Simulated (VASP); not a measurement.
Consider the following.

```
CdO
1.0
    0.00000     2.22560     2.22560
    2.22560     0.00000     2.22560
    2.22560     2.22560     0.00000
Cd O
1 1
Cartesian
  0.00000   0.00000   0.00000
  2.22560   2.22560   2.22560
```

Calculation: LDA (Ceperley-Alder, Perdew-Zunger), VASP's LDA PAW potentials (set 64) (plane waves; VASP). Numerical set-up: 620 eV cut-off, 14×14×14 Γ-centred mesh, first-order Methfessel-Paxton smearing of 0.10 eV, potentials Cd O.

Question: What does the run give for the energy per atom (σ→0), pressure, band gap (on the k-mesh) with the smallest direct gap where there is one?

Answer: 
The band gap (on the k-mesh) is none (metal, semimetal or under 0.01 eV), the energy per atom (σ→0) comes out as -4.540 eV/atom and the pressure comes out as 29.72 GPa.

The compound is CdO in the rock salt structure. It was relaxed first under an external pressure of 30 GPa.
